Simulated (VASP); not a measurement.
Here is the system:

```
CELL_PARAMETERS angstrom
     -1.58100     1.58100     1.58100
      1.58100    -1.58100     1.58100
      1.58100     1.58100    -1.58100
ATOMIC_POSITIONS crystal
  W  0.00000 0.00000 0.00000
```

The numbers are results of PBE GGA with D3 dispersion (Becke-Johnson damping), VASP's PBE PAW potentials (set 64) (plane waves; VASP), not measurements. Settings: 520 eV cut-off, Gaussian smearing of 0.050 eV, potentials W_sv.

Unless said otherwise, spin-orbit coupling is left out, though it shifts the bands of the heavy elements here.

Predict the band gap (along the path) with the smallest direct gap where there is one.

- band gap (along the path): none (metal, semimetal or under 0.01 eV)

Total energies compare only between runs with the same potentials, cut-off and functional.

The compound is W in the bcc structure. It was relaxed first.
